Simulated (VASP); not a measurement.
# ScInTeSe (P4/mbm) in VASP: notebook

One crystal, ScInTeSe, is run at these levels: PBE; tasks: relaxation of cell and atoms.

Everything below comes from runs of VASP 6.6.1. Logs are shortened: lines on timing, memory, paths and dates and some standing lists are left out, and cuts for length are marked.

**1. The crystal as given**

It takes space group P4/mbm (No. 127, tetragonal). The conventional cell has a = 8.362 Å, b = 8.362 Å, c = 7.139 Å, α = 90.00°, β = 90.00°, γ = 90.00°. Around Sc (site symmetry 2mm) lie 2 Se at 2.57 Å and 2 Te at 2.84 Å. In (site symmetry 4) has 2 In at 3.39 to 3.75 Å and 4 Se at 3.57 Å and 4 Te at 3.59 Å as nearest neighbours. Around Te (site symmetry m2m) lie 2 Sc at 2.84 Å. Se (site symmetry m2m) has 2 Sc at 2.57 Å as nearest neighbours.

The cell was built by a generator and needn't be a form met in nature.

**2. Relaxation of cell and atoms, PBE**

File INCAR:

```
PREC = Accurate ; ENCUT = 520
EDIFF = 1E-6 ; ISMEAR = 0
SIGMA = 0.03 ; LREAL = False
LASPH = True ; NELM = 120
ALGO = Normal ; ISIF = 3
LWAVE = False ; LCHARG = False
GGA = PE ; IBRION = 2
NSW = 90 ; EDIFFG = -0.01
KPAR = 8
```

File KPOINTS:

```
Automatic mesh
0
Gamma
  4 4 4
```

File POSCAR:

```
ScInTeSe
1.0
    8.3620000000      0.0000000000      0.0000000000
    0.0000000000      8.3620000000      0.0000000000
    0.0000000000      0.0000000000      7.1390000000
Sc In Te Se
4 4 4 4
Direct
    0.5000000000      0.0000000000      0.7447821800
    0.5000000000      0.0000000000      0.2552178200
    0.0000000000      0.5000000000      0.7447821800
    0.0000000000      0.5000000000      0.2552178200
    0.0000000000      0.0000000000      0.7373581700
    0.0000000000      0.0000000000      0.2626418300
    0.5000000000      0.5000000000      0.2626418300
    0.5000000000      0.5000000000      0.7373581700
    0.6845252300      0.8154747700      0.0000000000
    0.3154747700      0.1845252300      0.0000000000
    0.1845252300      0.6845252300      0.0000000000
    0.8154747700      0.3154747700      0.0000000000
    0.6597703900      0.1597703900      0.5000000000
    0.3402296100      0.8402296100      0.5000000000
    0.8402296100      0.6597703900      0.5000000000
    0.1597703900      0.3402296100      0.5000000000
```

Potentials or basis: VASP PAW PBE potentials, release 64 (Sc_sv, In_d, Te, Se).

Launch:

```
> cat potpaw_PBE.64/Sc_sv/POTCAR potpaw_PBE.64/In_d/POTCAR potpaw_PBE.64/Te/POTCAR potpaw_PBE.64/Se/POTCAR > POTCAR
> mpirun -np 8 vasp_std > vasp.out
```

OUTCAR:

```text
PREC = Accurate
   ENCUT = 520
   EDIFF = 1E-6
   ISMEAR = 0
   LREAL = False
   LASPH = True
   NELM = 120
   ISIF = 3
   GGA = PE
   IBRION = 2
   NSW = 90
   EDIFFG = -0.01

 ion  position               nearest neighbor table
   1  0.500  0.000  0.745-  13 2.57  14 2.57   9 2.84  10 2.84
   2  0.500  0.000  0.255-  13 2.57  14 2.57   9 2.84  10 2.84
   3  0.000  0.500  0.745-  15 2.57  16 2.57  11 2.84  12 2.84
   4  0.000  0.500  0.255-  15 2.57  16 2.57  11 2.84  12 2.84
   5  0.000  0.000  0.737-   6 3.39   9 3.59  10 3.59  11 3.59  12 3.59   6 3.75
   6  0.000  0.000  0.263-   5 3.39   9 3.59  10 3.59  11 3.59  12 3.59   5 3.75
   7  0.500  0.500  0.263-   8 3.39   9 3.59  10 3.59  11 3.59  12 3.59   8 3.75
   8  0.500  0.500  0.737-   7 3.39   9 3.59  10 3.59  11 3.59  12 3.59   7 3.75
   9  0.685  0.815  0.000-   1 2.84   2 2.84   5 3.59   6 3.59   7 3.59   8 3.59
  10  0.315  0.185  0.000-   1 2.84   2 2.84   5 3.59   6 3.59   7 3.59   8 3.59
  11  0.185  0.685  0.000-   3 2.84   4 2.84   5 3.59   6 3.59   7 3.59   8 3.59
  12  0.815  0.315  0.000-   3 2.84   4 2.84   5 3.59   6 3.59   7 3.59   8 3.59
  13  0.660  0.160  0.500-   1 2.57   2 2.57
  14  0.340  0.840  0.500-   1 2.57   2 2.57
  15  0.840  0.660  0.500-   3 2.57   4 2.57
  16  0.160  0.340  0.500-   3 2.57   4 2.57

  LATTYP: Found a simple tetragonal cell.
 ALAT       =     8.3620000000
 C/A-ratio  =     0.8537431237

  Lattice vectors:

 A1 = (   8.3620000000,   0.0000000000,   0.0000000000)
 A2 = (   0.0000000000,   8.3620000000,   0.0000000000)
 A3 = (   0.0000000000,   0.0000000000,   7.1390000000)

Analysis of symmetry for initial positions (statically):
=====================================================================
 Subroutine PRICEL returns:
 Original cell was already a primitive cell.

 Routine SETGRP: Setting up the symmetry group for a
 simple tetragonal supercell.

 Subroutine GETGRP returns: Found 16 space group operations
 (whereof  8 operations were pure point group operations)
 out of a pool of 16 trial point group operations.

The static configuration has the point symmetry C_4h.
 The point group associated with its full space group is D_4h.

Analysis of symmetry for dynamics (positions and initial velocities):
=====================================================================
 Subroutine PRICEL returns:
 Original cell was already a primitive cell.

 Routine SETGRP: Setting up the symmetry group for a
 simple tetragonal supercell.

 Subroutine GETGRP returns: Found 16 space group operations
 (whereof  8 operations were pure point group operations)
 out of a pool of 16 trial point group operations.

The dynamic configuration has the point symmetry C_4h.
 The point group associated with its full space group is D_4h.

 Subroutine INISYM returns: Found 16 space group operations
 (whereof  8 operations are pure point group operations),
 and found     1 'primitive' translations

----------------------------------------------------------------------------------------

                                     Primitive cell

  volume of cell :     499.1806

  direct lattice vectors                    reciprocal lattice vectors
     8.362000000  0.000000000  0.000000000     0.119588615  0.000000000  0.000000000
     0.000000000  8.362000000  0.000000000     0.000000000  0.119588615  0.000000000
     0.000000000  0.000000000  7.139000000     0.000000000  0.000000000  0.140075641

  length of vectors
     8.362000000  8.362000000  7.139000000     0.119588615  0.119588615  0.140075641

  position of ions in fractional coordinates (direct lattice)
     0.500000000  0.000000000  0.744782180
     0.500000000  0.000000000  0.255217820
     0.000000000  0.500000000  0.744782180
     0.000000000  0.500000000  0.255217820
     0.000000000  0.000000000  0.737358170
     0.000000000  0.000000000  0.262641830
[... 8 lines left out ...]
     0.840229610  0.659770390  0.500000000
     0.159770390  0.340229610  0.500000000

  ion indices of the primitive-cell ions
   primitive index   ion index
                 1           1
                 2           2
                 3           3
                 4           4
                 5           5
                 6           6
[... 8 lines left out ...]
                15          15
                16          16

----------------------------------------------------------------------------------------

 KPOINTS: Automatic mesh

Automatic generation of k-mesh.
 Grid dimensions read from file:
 generate k-points for:    4    4    4

 Generating k-lattice:

  Cartesian coordinates                     Fractional coordinates (reciprocal lattice)
     0.029897154  0.000000000  0.000000000     0.250000000  0.000000000  0.000000000
     0.000000000  0.029897154  0.000000000     0.000000000  0.250000000  0.000000000
     0.000000000  0.000000000  0.035018910     0.000000000  0.000000000  0.250000000

  Length of vectors
     0.029897154  0.029897154  0.035018910

  Shift w.r.t. Gamma in fractional coordinates (k-lattice)
     0.000000000  0.000000000  0.000000000

 Subroutine IBZKPT returns following result:
 ===========================================

 Found     18 irreducible k-points:

 Following reciprocal coordinates:
            Coordinates               Weight
  0.000000  0.000000  0.000000      1.000000
  0.250000  0.000000  0.000000      4.000000
  0.500000  0.000000  0.000000      2.000000
  0.250000  0.250000  0.000000      4.000000
  0.500000  0.250000  0.000000      4.000000
  0.500000  0.500000  0.000000      1.000000
[... 10 lines left out ...]
  0.500000  0.250000  0.500000      4.000000
  0.500000  0.500000  0.500000      1.000000
   k-points           NKPTS =     18   k-points in BZ     NKDIM =     18   number of bands    NBANDS=     86
   number of dos      NEDOS =    301   number of ions     NIONS =     16
   total plane-waves  NPLWV = 221184
   dimension x,y,z NGX =    64 NGY =   64 NGZ =   54
   dimension x,y,z NGXF=   128 NGYF=  128 NGZF=  108
   ions per type =               4   4   4   4
   NGX,Y,Z   is equivalent  to a cutoff of  12.72, 12.72, 12.57 a.u.
   NGXF,Y,Z  is equivalent  to a cutoff of  25.45, 25.45, 25.15 a.u.
 SYSTEM =  unknown system
   PREC   = accura    normal or accurate (medium, high low for compatibility)
   ISTART =      0    job   : 0-new  1-cont  2-samecut
   ICHARG =      2    charge: 1-file 2-atom 10-const
   ISPIN  =      1    spin polarized calculation?
   LNONCOLLINEAR =      F non collinear calculations
   LSORBIT =      F    spin-orbit coupling
   LASPH  =      T    aspherical Exc in radial PAW
   ENCUT  =  520.0 eV  38.22 Ry    6.18 a.u.  15.55 15.55 13.27*2*pi/ulx,y,z
   NELM   =    120;   NELMIN=  2; NELMDL= -5     # of ELM steps
   EDIFF  = 0.1E-05   stopping-criterion for ELM
   LREAL  =      F    real-space projection
   EDIFFG = -.1E-01   stopping-criterion for IOM
   NSW    =     90    number of steps for IOM
   IBRION =      2    ionic relax: 0-MD 1-quasi-New 2-CG
   NFREE  =      1    steps in history (QN), initial steepest desc. (CG)
   ISIF   =      3    stress and relaxation
   ISYM   =      2    0-nonsym 1-usesym 2-fastsym
   POTIM  = 0.5000    time-step for ionic-motion
   TEBEG  =    0.0;   TEEND  =   0.0 temperature during run
   PSTRESS=    0.0 pullay stress
   NELECT =     144.0000    total number of electrons
   NUPDOWN=      -1.0000    fix difference up-down
   EMIN   =  10.00;   EMAX   =-10.00  energy-range for DOS
   EFERMI =   0.00;   METHOD = LEGACY
   ISMEAR =     0;   SIGMA  =   0.03  broadening in eV -4-tet -1-fermi 0-gaus
   EFERMI_NEDOS =   21; number of points for ismear=-14 and -15
   IALGO  =     38    algorithm
   IMIX   =      4    mixing-type and parameters
     AMIX     =   0.40;   BMIX     =  1.00
     AMIX_MAG =   1.60;   BMIX_MAG =  1.00
  volume/ion in A,a.u.               =      31.20       210.54
  Fermi-wavevector in a.u.,A,eV,Ry     =   1.081707  2.044130 15.920050  1.170091
  Thomas-Fermi vector in A             =   2.217731
   LORBIT       =      0    0 simple, 1 ext, 2 COOP (PROOUT), +10 PAW based schemes
   GGA     = PE    functional components
   LHFCALC =     F    Hartree Fock is set to
   AEXX    =    0.0000 exact exchange contribution
   IVDW    =     0    specifies the selected vdW correction
   LEPSILON=     F    determine dielectric tensor
   LRPA    =     F    only Hartree local field effects (RPA)
 conjugate gradient relaxation of ions
 non-spin polarized calculation
 Gauss-broadening in eV      SIGMA  =   0.03
  energy-cutoff  :      520.00
  volume of cell :      499.18
 maximum number of plane-waves:     13473
 NGX is ok and might be reduce to    64
   NGX = 31   NGY = 31   NGZ = 27

--------------------------------------- Ionic step        1  -------------------------------------------

 number of electron     143.9999973 magnetization

 Free energy of the ion-electron system (eV)
  ---------------------------------------------------
  ext. energy  EPLUGINS =         0.00000000
  ---------------------------------------------------
  free energy    TOTEN  =       -75.55284733 eV

  energy without entropy =      -75.55284733  energy(sigma->0) =      -75.55284733

------------------------ aborting loop because EDIFF is reached ----------------------------------------

  FORCE on cell =-STRESS in cart. coord.  units (eV):
  Direction    XX          YY          ZZ          XY          YZ          ZX
  --------------------------------------------------------------------------------------
  -------------------------------------------------------------------------------------
  Total        0.3816798      0.3816798      0.0817059      0.0000000      0.0000000      0.0000000
  in kB        1.2250449      1.2250449      0.2622444      0.0000000      0.0000000      0.0000000
  external PRESSURE =       0.9041114 kB  Pullay stress =       0.0000000 kB
[... 335 lines left out ...]
  energy  without entropy=      -75.5559590831  energy(sigma->0) =      -75.55595908

--------------------------------------- Ionic step        8  -------------------------------------------

 number of electron     143.9999997 magnetization

 Free energy of the ion-electron system (eV)
  ---------------------------------------------------
  ext. energy  EPLUGINS =         0.00000000
  ---------------------------------------------------
  free energy    TOTEN  =       -75.55607612 eV

  energy without entropy =      -75.55607612  energy(sigma->0) =      -75.55607612

 E-fermi :   3.9021     XC(G=0):  -8.9029

 val. band max:        3.7594565969   @ k =   0.0000   0.0000   0.5000
 cond. band min:       4.4579921786   @ k =   0.0000   0.0000   0.0000
 fundamental gap:      0.6985355817
 Fermi energy:         3.9021254632

 k-point     1 :       0.0000    0.0000    0.0000
  band No.  band energies     occupation
      1     -46.1649      2.00000
      2     -46.1649      2.00000
      3     -46.1573      2.00000
      4     -46.1573      2.00000
      5     -24.8364      2.00000
      6     -24.8364      2.00000
[... 1555 lines left out ...]
     83       5.7730      0.00000
     84       5.7730      0.00000
 [bands above 84 left out]

------------------------ aborting loop because EDIFF is reached ----------------------------------------

  FORCE on cell =-STRESS in cart. coord.  units (eV):
  Direction    XX          YY          ZZ          XY          YZ          ZX
  --------------------------------------------------------------------------------------
  -------------------------------------------------------------------------------------
  Total       -0.0175030     -0.0175030      0.0583014      0.0000000      0.0000000      0.0000000
  in kB       -0.0560586     -0.0560586      0.1867275      0.0000000      0.0000000      0.0000000
  external PRESSURE =       0.0248701 kB  Pullay stress =       0.0000000 kB
[... 31 lines left out ...]
  FREE ENERGIE OF THE ION-ELECTRON SYSTEM (eV)
  ---------------------------------------------------
  free  energy   TOTEN  =       -75.5560761249 eV

  energy  without entropy=      -75.5560761249  energy(sigma->0) =      -75.55607612

 reached required accuracy - stopping structural energy minimisation
```

Run time: 11 min. Hardware: 8 MPI ranks of Intel Xeon 6975P-C (Granite Rapids), shared host; peak memory 1 GiB.

What came out:

```
Free energy                            : -75.5561 eV
Relaxed volume                         : 31.27 Å³/atom
Relaxed cell                           : a = 8.375 Å, b = 8.375 Å, c = 7.132 Å, α = 90.00°, β = 90.00°, γ = 90.00°
Space group after relaxing (to 0.05 Å) : P4/mbm (No. 127)
Energy gained by relaxing              : 0.2 meV/atom
Ionic steps                            : 8
Pressure after relaxing                : 0.0 GPa
Largest force after relaxing           : 0.008 eV/Å
Band gap on the k mesh                 : 0.70 eV, indirect (least direct gap 1.01 eV)
```

Forces on the atoms (eV/Å):
```
Sc   0.000  0.000 -0.008
Sc   0.000  0.000  0.008
Sc   0.000  0.000 -0.008
Sc   0.000  0.000  0.008
In   0.000  0.000  0.006
In   0.000  0.000 -0.006
In   0.000  0.000 -0.006
In   0.000  0.000  0.006
Te  -0.004  0.004  0.000
Te   0.004 -0.004  0.000
Te  -0.004 -0.004  0.000
Te   0.004  0.004  0.000
Se  -0.004 -0.004  0.000
Se   0.004  0.004  0.000
Se   0.004 -0.004  0.000
Se  -0.004  0.004  0.000
```

The path:
```
step  energy change (eV)  largest force (eV/Å)  pressure (GPa)  volume (Å³)
   1              0.0000                0.0838            0.09       499.18
   2             -0.0018                0.0383           -0.02       500.45
   3             -0.0019                0.0336           -0.06       500.95
   4             -0.0025                0.0273           -0.01       500.39
   5             -0.0026                0.0294            0.02       500.12
   6             -0.0030                0.0154            0.01       500.13
   7             -0.0031                0.0140            0.00       500.15
   8             -0.0032                0.0076            0.00       500.24
```

Final structure:
```cif
data_structure
_symmetry_space_group_name_H-M 'P 1'
_symmetry_Int_Tables_number 1
_cell_length_a 8.3751
_cell_length_b 8.3751
_cell_length_c 7.1319
_cell_angle_alpha 90.000
_cell_angle_beta 90.000
_cell_angle_gamma 90.000
_cell_volume 500.24
loop_
_atom_site_label
_atom_site_type_symbol
_atom_site_fract_x
_atom_site_fract_y
_atom_site_fract_z
_atom_site_occupancy
Sc1 Sc 0.50000 0.00000 0.74333 1
Sc2 Sc 0.50000 0.00000 0.25667 1
Sc3 Sc 0.00000 0.50000 0.74333 1
Sc4 Sc 0.00000 0.50000 0.25667 1
In1 In 0.00000 0.00000 0.73789 1
In2 In 0.00000 0.00000 0.26211 1
In3 In 0.50000 0.50000 0.26211 1
In4 In 0.50000 0.50000 0.73789 1
Te1 Te 0.68399 0.81601 0.00000 1
Te2 Te 0.31601 0.18399 0.00000 1
Te3 Te 0.18399 0.68399 0.00000 1
Te4 Te 0.81601 0.31601 0.00000 1
Se1 Se 0.66069 0.16069 0.50000 1
Se2 Se 0.33931 0.83931 0.50000 1
Se3 Se 0.83931 0.66069 0.50000 1
Se4 Se 0.16069 0.33931 0.50000 1
```

Caveat: spin-orbit coupling is left out, which moves the levels of the heavy elements. A hybrid or GW would open this gap; PBE tends to underestimate it.

**3. Relaxation of cell and atoms, PBE**

This run uses another cell than the first one, of 31.27 Å³/atom, 1.002 times its volume.

File INCAR:

```
PREC = Accurate ; ENCUT = 520
EDIFF = 1E-7 ; ISMEAR = 0
SIGMA = 0.03 ; LREAL = False
LASPH = True ; NELM = 120
ALGO = Normal ; ISIF = 3
LWAVE = False ; LCHARG = False
GGA = PE ; IBRION = 2
NSW = 60 ; EDIFFG = -0.005
POTIM = 0.3 ; KPAR = 8
```

KPOINTS is that of step 2.

File POSCAR:

```
ScInTeSe                                
1.0
    8.3750780370     -0.0000000000      0.0000000000
    0.0000000000      8.3750780370      0.0000000000
   -0.0000000000     -0.0000000000      7.1318770180
  Sc              In              Te              Se            
     4     4     4     4
Direct
     0.5000000000000000    0.0000000000000000    0.7433288297918523
     0.5000000000000000    0.0000000000000000    0.2566711702081476
     1.0000000000000000    0.5000000000000000    0.7433288297918523
     1.0000000000000000    0.5000000000000000    0.2566711702081476
     1.0000000000000000    0.0000000000000000    0.7378912588272274
     1.0000000000000000    0.0000000000000000    0.2621087411727727
     0.5000000000000000    0.5000000000000000    0.2621087411727727
     0.5000000000000000    0.5000000000000000    0.7378912588272274
     0.6839916066587263    0.8160083933412737    1.0000000000000000
     0.3160083933412737    0.1839916066587262    1.0000000000000000
     0.1839916066587262    0.6839916066587263    1.0000000000000000
     0.8160083933412737    0.3160083933412737    1.0000000000000000
     0.6606948683114245    0.1606948683114245    0.5000000000000000
     0.3393051316885756    0.8393051316885755    0.5000000000000000
     0.8393051316885755    0.6606948683114245    0.5000000000000000
     0.1606948683114245    0.3393051316885756    0.5000000000000000
```

Potentials or basis: VASP PAW PBE potentials, release 64 (Sc_sv, In_d, Te, Se).

Launch:

```
> cat potpaw_PBE.64/Sc_sv/POTCAR potpaw_PBE.64/In_d/POTCAR potpaw_PBE.64/Te/POTCAR potpaw_PBE.64/Se/POTCAR > POTCAR
> mpirun -np 8 vasp_std > vasp.out
```

It took 7.3 min on 8 MPI ranks of Intel Xeon 6975P-C (Granite Rapids), shared host; peak memory 1 GiB.

It converged, with:

* Free energy: -75.5563 eV
* Relaxed volume: 31.28 Å³/atom
* Relaxed cell: a = 8.374 Å, b = 8.374 Å, c = 7.136 Å, α = 90.00°, β = 90.00°, γ = 90.00°
* Space group after relaxing (to 0.05 Å): P4/mbm (No. 127)
* Energy gained by relaxing: 0.0 meV/atom
* Ionic steps: 5
* Pressure after relaxing: 0.0 GPa
* Largest force after relaxing: 0.004 eV/Å
* Band gap on the k mesh: 0.70 eV, indirect (least direct gap 1.01 eV)

Forces in eV/Å, atoms in the order of the input:
```
Sc   0.000  0.000  0.002
Sc   0.000  0.000 -0.002
Sc   0.000  0.000  0.002
Sc   0.000  0.000 -0.002
In   0.000  0.000  0.004
In   0.000  0.000 -0.004
In   0.000  0.000 -0.004
In   0.000  0.000  0.004
Te  -0.003  0.003  0.000
Te   0.003 -0.003  0.000
Te  -0.003 -0.003  0.000
Te   0.003  0.003  0.000
Se   0.001  0.001  0.000
Se  -0.001 -0.001  0.000
Se  -0.001  0.001  0.000
Se   0.001 -0.001  0.000
```

Final structure:
```cif
data_structure
_symmetry_space_group_name_H-M 'P 1'
_symmetry_Int_Tables_number 1
_cell_length_a 8.3744
_cell_length_b 8.3744
_cell_length_c 7.1362
_cell_angle_alpha 90.000
_cell_angle_beta 90.000
_cell_angle_gamma 90.000
_cell_volume 500.47
loop_
_atom_site_label
_atom_site_type_symbol
_atom_site_fract_x
_atom_site_fract_y
_atom_site_fract_z
_atom_site_occupancy
Sc1 Sc 0.50000 0.00000 0.74319 1
Sc2 Sc 0.50000 0.00000 0.25681 1
Sc3 Sc 0.00000 0.50000 0.74319 1
Sc4 Sc 0.00000 0.50000 0.25681 1
In1 In 0.00000 0.00000 0.73806 1
In2 In 0.00000 0.00000 0.26194 1
In3 In 0.50000 0.50000 0.26194 1
In4 In 0.50000 0.50000 0.73806 1
Te1 Te 0.68390 0.81610 0.00000 1
Te2 Te 0.31610 0.18390 0.00000 1
Te3 Te 0.18390 0.68390 0.00000 1
Te4 Te 0.81610 0.31610 0.00000 1
Se1 Se 0.66064 0.16064 0.50000 1
Se2 Se 0.33936 0.83936 0.50000 1
Se3 Se 0.83936 0.66064 0.50000 1
Se4 Se 0.16064 0.33936 0.50000 1
```

Levels at points of the mesh, in eV from the valence-band top:
| k point | band 70 | band 71 | band 72 | band 73 | band 74 | band 75 |
| --- | --- | --- | --- | --- | --- | --- |
| (0.00, 0.00, 0.00) | -0.79 | -0.49 | -0.31 | 0.70 | 0.82 | 1.38 |
| (0.50, 0.00, 0.00) | -1.20 | -1.06 | -1.06 | 1.14 | 1.14 | 1.33 |
| (0.50, 0.50, 0.00) | -1.03 | -0.52 | -0.52 | 0.76 | 0.76 | 0.87 |
| (0.00, 0.00, 0.50) | -0.73 | -0.64 | 0.00 | 1.07 | 1.13 | 1.33 |
| (0.50, 0.00, 0.50) | -1.01 | -0.64 | -0.64 | 1.34 | 1.34 | 1.37 |
| (0.50, 0.50, 0.50) | -0.98 | -0.33 | -0.33 | 1.19 | 1.19 | 1.26 |

Caveat: spin-orbit coupling is left out, which moves the levels of the heavy elements.
